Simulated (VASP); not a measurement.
Given:

```
CELL_PARAMETERS angstrom
      4.12128     0.00000     0.00000
      0.00000     4.12128     0.00000
      0.00000     0.00000     4.12128
ATOMIC_POSITIONS crystal
  K  0.00000 0.00000 0.00000
  Zn 0.50000 0.50000 0.50000
  F  0.50000 0.00000 0.50000
  F  0.00000 0.50000 0.50000
  F  0.50000 0.50000 0.00000
```

The numbers are results of PW91 GGA, VASP's PBE PAW potentials (set 64) (plane waves; VASP), not measurements. Run with 520 eV cut-off, 6×6×6 Γ-centred mesh, tetrahedra with Blöchl corrections, potentials K_sv Zn F.

The cores are frozen, which limits the accuracy of field gradients.

### Question
Give the principal components of the electric field gradient (V/Å²) and the asymmetry η at each nucleus.

### Answer

| atom | Vxx | Vyy | Vzz | η |
|---|---|---|---|---|
| K1 | 0.0 | 0.0 | 0.0 | - |
| Zn2 | 0.0 | 0.0 | 0.0 | - |
| F3 | -52.3 | -52.3 | 104.6 | 0.00 |
| F4 | -52.3 | -52.3 | 104.6 | 0.00 |
| F5 | -52.3 | -52.3 | 104.6 | 0.00 |

The compound is KZnF3 in the cubic perovskite structure. It was relaxed first, which changed the volume by +5 %.
